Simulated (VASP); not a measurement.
# CdSe: GW quasiparticle gap, part 2 of 6

Wanted: how far GW moves the Kohn-Sham levels of CdSe. The cell is of the zinc-blende type, one of the forms listed for this formula, which need not be the common one. The start is a computed cell from the Materials Project.

VASP 6.6.1, plane waves and PAW; the level of theory is named at each step.

So far, gap on the k-mesh (eV): step 3 (empty bands) 0.533.

### Step 4. evGW0

This step: evGW0 on PBE; plane waves and PAW (Cd_GW, Se_GW) (VASP 6.6.1).

The lowest NBANDSGW levels in G are updated for four passes while W stays fixed, so the result depends less on the starting levels.

File INCAR:

```
SYSTEM = CdSe
PREC = Accurate
ENCUT = 300
ISMEAR = 0
SIGMA = 0.01
LREAL = .FALSE.
GGA = PE
NBANDS = 320
ALGO = EVGW0
NELMGW = 4
ENCUTGW = 180
NOMEGA = 48
PRECFOCK = Fast
NBANDSGW = 20
LWAVE = .FALSE.
LCHARG = .FALSE.
```

File POSCAR:

```
CdSe
1.0
    0.0000000000      3.0702711986      3.0702711986
    3.0702711986      0.0000000000      3.0702711986
    3.0702711986      3.0702711986      0.0000000000
Cd Se
1 1
Direct
    0.0000000000      0.0000000000      0.0000000000
    0.2500000000      0.2500000000      0.2500000000
```

File KPOINTS:

```
Automatic mesh
0
Gamma
6 6 6
0 0 0
```

Potentials, in the order of the species: Cd_GW and Se_GW (PBE family, release 64).

The run is started by

```console
$ mpirun -np 4 vasp_std
```

The log of the run:

```text
[banner, memory and clock lines left out]
running    4 mpi-ranks, on    1 nodes
 distrk:  each k-point on    4 cores,    1 groups
 distr:  one band on    1 cores,    4 groups

 POSCAR found type information on POSCAR CdSe
 POSCAR found :  2 types and       2 ions
|                                                                             |
|           W    W    AA    RRRRR   N    N  II  N    N   GGGG   !!!           |
|           W    W   A  A   R    R  NN   N  II  NN   N  G    G  !!!           |
|           W    W  A    A  R    R  N N  N  II  N N  N  G       !!!           |
|           W WW W  AAAAAA  RRRRR   N  N N  II  N  N N  G  GGG   !            |
|           WW  WW  A    A  R   R   N   NN  II  N   NN  G    G                |
|           W    W  A    A  R    R  N    N  II  N    N   GGGG   !!!           |
|                                                                             |
|     The default for ENCUTGWSOFT is different in this version of VASP.       |
|     please manually set ENCUTGWSOFT =180 in the INCAR file.                 |
|                                                                             |

 LDA part: xc-table for (Slater+PW92), standard interpolation
 found WAVECAR, reading the header
 POSCAR, INCAR and KPOINTS ok, starting setup
 FFT: planning ... GRIDC
 FFT: planning ... GRID_SOFT
 FFT: planning ... GRID
 reading WAVECAR
 the WAVECAR file was read successfully
 initial charge from wavefunction
 available memory per node:    127.87 GB, setting MAXMEM to    130943

 The Fermi energy was updated, please check that it is located mid-gap
 values below the HOMO (VB) or above the LUMO (CB) will cause erroneous energies
 E-fermi :   2.1280

 calculate exact exchange contribution
 the WAVEDER file was read successfully
energies w=
    0.000    0.000    0.231    0.000    0.460    0.000    0.688    0.000
    0.913    0.000    1.135    0.000    1.353    0.000    1.567    0.000
    1.777    0.000    1.983    0.000    2.185    0.000    2.384    0.000
    2.580    0.000    2.774    0.000    2.967    0.000    3.159    0.000
    3.350    0.000    3.543    0.000    3.737    0.000    3.933    0.000
    4.134    0.000    4.339    0.000    4.550    0.000    4.769    0.000
    4.997    0.000    5.237    0.000    5.491    0.000    5.760    0.000
    6.048    0.000    6.362    0.000    6.702    0.000    7.076    0.000
    7.493    0.000    7.960    0.000    8.490    0.000    9.101    0.000
    9.814    0.000   10.659    0.000   11.681    0.000   12.945    0.000
   14.547    0.000   16.648    0.000   19.522    0.000   23.687    0.000
   30.243    0.000   42.041    0.000   69.391    0.000  201.016    0.000
 responsefunction array rank=     332
 LDA part: xc-table for (Slater+PW92), standard interpolation

 min. memory requirement per mpi rank    580.9 MB, per node   2323.5 MB

 allocating  12 responsefunctions rank=   332
 shmem allocating  48 responsefunctions rank=   332
 response function shared by NCSHMEM nodes    1
 Doing           12  frequencies on each core in blocks of           48
NQ=   1    0.0000    0.0000    0.0000,
|.........|.........|.........|.........|.........|.........|.........|.........
 performed       1413000 updates of chi_q(r,r)
 total number of BLAS operations       1239.33 Gflops
NQ=   2    0.1667    0.0000    0.0000,
|.........|.........|.........|.........|.........|.........|.........|.........
 performed       3697000 updates of chi_q(r,r)
 total number of BLAS operations       3110.68 Gflops
NQ=   3    0.3333    0.0000    0.0000,
|.........|.........|.........|.........|.........|.........|.........|.........
 performed       5981000 updates of chi_q(r,r)
 total number of BLAS operations       4844.31 Gflops
NQ=   4    0.5000    0.0000    0.0000,
|.........|.........|.........|.........|.........|.........|.........|.........
 performed       7958000 updates of chi_q(r,r)
 total number of BLAS operations       6587.77 Gflops
NQ=   5    0.1667    0.1667    0.0000,
|.........|.........|.........|.........|.........|.........|.........|.........
 performed      10242000 updates of chi_q(r,r)
 total number of BLAS operations       8401.10 Gflops
NQ=   6    0.3333    0.1667    0.0000,
|.........|.........|.........|.........|.........|.........|.........|.........
 performed      13627000 updates of chi_q(r,r)
 total number of BLAS operations      11209.00 Gflops
NQ=   7    0.5000    0.1667    0.0000,
|.........|.........|.........|.........|.........|.........|.........|.........
 performed      17012000 updates of chi_q(r,r)
 total number of BLAS operations      13999.49 Gflops
NQ=   8   -0.3333    0.1667    0.0000,
|.........|.........|.........|.........|.........|.........|.........|.........
 performed      20397000 updates of chi_q(r,r)
 total number of BLAS operations      16669.60 Gflops
NQ=   9   -0.1667    0.1667    0.0000,
|.........|.........|.........|.........|.........|.........|.........|.........
 performed      23372000 updates of chi_q(r,r)
 total number of BLAS operations      19061.69 Gflops
NQ=  10    0.3333    0.3333    0.0000,
|.........|.........|.........|.........|.........|.........|.........|.........
 performed      25656000 updates of chi_q(r,r)
 total number of BLAS operations      20968.30 Gflops
NQ=  11    0.5000    0.3333    0.0000,
|.........|.........|.........|.........|.........|.........|.........|.........
 performed      29041000 updates of chi_q(r,r)
 total number of BLAS operations      23706.88 Gflops
NQ=  12   -0.3333    0.3333    0.0000,
|.........|.........|.........|.........|.........|.........|.........|.........
 performed      32016000 updates of chi_q(r,r)
 total number of BLAS operations      26190.38 Gflops
NQ=  13    0.5000    0.5000    0.0000,
|.........|.........|.........|.........|.........|.........|.........|.........
 performed      33813000 updates of chi_q(r,r)
 total number of BLAS operations      27719.03 Gflops
NQ=  14    0.5000    0.3333    0.1667,
|.........|.........|.........|.........|.........|.........|.........|.........
 performed      37582000 updates of chi_q(r,r)
 total number of BLAS operations      30768.25 Gflops
NQ=  15   -0.3333    0.3333    0.1667,
|.........|.........|.........|.........|.........|.........|.........|.........
 performed      41146000 updates of chi_q(r,r)
 total number of BLAS operations      33651.80 Gflops
NQ=  16   -0.3333    0.5000    0.1667,
|.........|.........|.........|.........|.........|.........|.........|.........
 performed      44134000 updates of chi_q(r,r)
 total number of BLAS operations      36099.87 Gflops
 resolving degeneracies of screened two electron integrals

[...]
total number of BLAS operations      33651.80 Gflops
NQ=  16   -0.3333    0.5000    0.1667,
|.........|.........|.........|.........|.........|.........|.........|.........
 performed      44134000 updates of chi_q(r,r)
 total number of BLAS operations      36099.87 Gflops
 resolving degeneracies of screened two electron integrals

 calculate QP shifts <psi_nk| G(iteration)W_0 |psi_nk>: iteration 2
 allocating  12 responsefunctions rank=   332
 shmem allocating  48 responsefunctions rank=   332
 response function shared by NCSHMEM nodes    1
 Doing           12  frequencies on each core in blocks of           48
NQ=   1    0.0000    0.0000    0.0000,
|.........|.........|.........|.........|.........|.........|.........|.........
 performed       1413000 updates of chi_q(r,r)
 total number of BLAS operations       1239.33 Gflops
NQ=   2    0.1667    0.0000    0.0000,
|.........|.........|.........|.........|.........|.........|.........|.........
 performed       3697000 updates of chi_q(r,r)
 total number of BLAS operations       3110.68 Gflops
NQ=   3    0.3333    0.0000    0.0000,
|.........|.........|.........|.........|.........|.........|.........|.........
 performed       5981000 updates of chi_q(r,r)
 total number of BLAS operations       4844.31 Gflops
NQ=   4    0.5000    0.0000    0.0000,
|.........|.........|.........|.........|.........|.........|.........|.........
 performed       7958000 updates of chi_q(r,r)
 total number of BLAS operations       6587.77 Gflops
NQ=   5    0.1667    0.1667    0.0000,
|.........|.........|.........|.........|.........|.........|.........|.........
 performed      10242000 updates of chi_q(r,r)
 total number of BLAS operations       8401.10 Gflops
NQ=   6    0.3333    0.1667    0.0000,
|.........|.........|.........|.........|.........|.........|.........|.........
 performed      13627000 updates of chi_q(r,r)
 total number of BLAS operations      11209.00 Gflops
NQ=   7    0.5000    0.1667    0.0000,
|.........|.........|.........|.........|.........|.........|.........|.........
 performed      17012000 updates of chi_q(r,r)
 total number of BLAS operations      13999.49 Gflops
NQ=   8   -0.3333    0.1667    0.0000,
|.........|.........|.........|.........|.........|.........|.........|.........
 performed      20397000 updates of chi_q(r,r)
 total number of BLAS operations      16669.60 Gflops
NQ=   9   -0.1667    0.1667    0.0000,
|.........|.........|.........|.........|.........|.........|.........|.........
 performed      23372000 updates of chi_q(r,r)
 total number of BLAS operations      19061.69 Gflops
NQ=  10    0.3333    0.3333    0.0000,
|.........|.........|.........|.........|.........|.........|.........|.........
 performed      25656000 updates of chi_q(r,r)
 total number of BLAS operations      20968.30 Gflops
NQ=  11    0.5000    0.3333    0.0000,
|.........|.........|.........|.........|.........|.........|.........|.........
 performed      29041000 updates of chi_q(r,r)
 total number of BLAS operations      23706.88 Gflops
NQ=  12   -0.3333    0.3333    0.0000,
|.........|.........|.........|.........|.........|.........|.........|.........
 performed      32016000 updates of chi_q(r,r)
 total number of BLAS operations      26190.38 Gflops
NQ=  13    0.5000    0.5000    0.0000,
|.........|.........|.........|.........|.........|.........|.........|.........
 performed      33813000 updates of chi_q(r,r)
 total number of BLAS operations      27719.03 Gflops
NQ=  14    0.5000    0.3333    0.1667,
|.........|.........|.........|.........|.........|.........|.........|.........
 performed      37582000 updates of chi_q(r,r)
 total number of BLAS operations      30768.25 Gflops
NQ=  15   -0.3333    0.3333    0.1667,
|.........|.........|.........|.........|.........|.........|.........|.........
 performed      41146000 updates of chi_q(r,r)
 total number of BLAS operations      33651.80 Gflops
NQ=  16   -0.3333    0.5000    0.1667,
|.........|.........|.........|.........|.........|.........|.........|.........
 performed      44134000 updates of chi_q(r,r)
 total number of BLAS operations      36099.87 Gflops
 resolving degeneracies of screened two electron integrals

 calculate QP shifts <psi_nk| G(iteration)W_0 |psi_nk>: iteration 3
 allocating  12 responsefunctions rank=   332
 shmem allocating  48 responsefunctions rank=   332
 response function shared by NCSHMEM nodes    1
 Doing           12  frequencies on each core in blocks of           48
NQ=   1    0.0000    0.0000    0.0000,
|.........|.........|.........|.........|.........|.........|.........|.........
 performed       1413000 updates of chi_q(r,r)
 total number of BLAS operations       1239.33 Gflops
NQ=   2    0.1667    0.0000    0.0000,
|.........|.........|.........|.........|.........|.........|.........|.........
 performed       3697000 updates of chi_q(r,r)
 total number of BLAS operations       3110.68 Gflops
NQ=   3    0.3333    0.0000    0.0000,
|.........|.........|.........|.........|.........|.........|.........|.........
 performed       5981000 updates of chi_q(r,r)
 total number of BLAS operations       4844.31 Gflops
NQ=   4    0.5000    0.0000    0.0000,
|.........|.........|.........|.........|.........|.........|.........|.........
 performed       7958000 updates of chi_q(r,r)
 total number of BLAS operations       6587.77 Gflops
NQ=   5    0.1667    0.1667    0.0000,
|.........|.........|.........|.........|.........|.........|.........|.........
 performed      10242000 updates of chi_q(r,r)
 total number of BLAS operations       8401.10 Gflops
NQ=   6    0.3333    0.1667    0.0000,
|.........|.........|.........|.........|.........|.........|.........|.........
 performed      13627000 updates of chi_q(r,r)
 total number of BLAS operations      11209.00 Gflops
NQ=   7    0.5000    0.1667    0.0000,
|.........|.........|.........|.........|.........|.........|.........|.........
 performed      17012000 updates of chi_q(r,r)
 total number of BLAS operations      13999.49 Gflops
NQ=   8   -0.3333    0.1667    0.0000,
|.........|.........|.........|.........|.........|.........|.........|.........
 performed      20397000 updates of chi_q(r,r)
 total number of BLAS operations      16669.60 Gflops
NQ=   9   -0.1667    0.1667    0.0000,
|.........|.........|.........|.........|.........|.........|.........|.........
 performed      23372000 updates of chi_q(r,r)
 total number of BLAS operations      19061.69 Gflops
NQ=  10    0.3333    0.3333    0.0000,
|.........|.........|.........|.........|.........|.........|.........|.........
 performed      25656000 updates of chi_q(r,r)
 total number of BLAS operations      20968.30 Gflops
NQ=  11    0.5000    0.3333    0.0000,
|.........|.........|.........|.........|.........|.........|.........|.........
 performed      29041000 updates of chi_q(r,r)
 total number of BLAS operations      23706.88 Gflops
NQ=  12   -0.3333    0.3333    0.0000,
|.........|.........|.........|.........|.........|.........|.........|.........
 performed      32016000 updates of chi_q(r,r)
 total number of BLAS operations      26190.38 Gflops
NQ=  13    0.5000    0.5000    0.0000,
|.........|.........|.........|.........|.........|.........|.........|.........
 performed      33813000 updates of chi_q(r,r)
 total number of BLAS operations      27719.03 Gflops
NQ=  14    0.5000    0.3333    0.1667,
|.........|.........|.........|.........|.........|.........|.........|.........
 performed      37582000 updates of chi_q(r,r)
 total number of BLAS operations      30768.25 Gflops
NQ=  15   -0.3333    0.3333    0.1667,
|.........|.........|.........|.........|.........|.........|.........|.........
 performed      41146000 updates of chi_q(r,r)
 total number of BLAS operations      33651.80 Gflops
NQ=  16   -0.3333    0.5000    0.1667,
|.........|.........|.........|.........|.........|.........|.........|.........
 performed      44134000 updates of chi_q(r,r)
 total number of BLAS operations      36099.87 Gflops
 resolving degeneracies of screened two electron integrals

 calculate QP shifts <psi_nk| G(iteration)W_0 |psi_nk>: iteration 4
 entering main loop
```

The job ended after 72 min (4 MPI ranks of Intel Xeon Platinum 8488C (Sapphire Rapids), shared host; peak memory 2.3 GiB).

(Continued in part 3 of 6.)

[Lines on the potential files, build, host, timing and source positions are cut from VASP's logs without a mark.]

[Logs are printed without paths, hosts, clocks, repeated set-up lines and the standing remarks that a program may print on its own settings, such as how far it seeks lower states.]

[Hosts, paths, dates, database ids (printed as entryN), source tags and the programs' standing remarks are cut or masked in the printed files.]

[Pressures printed for these runs are not shown converged in the cutoff: they can be off by several GPa and have the wrong sign.]

[In band tables of VASP the shares of atoms and orbitals are scaled to a sum of 1 inside the atoms' spheres.]
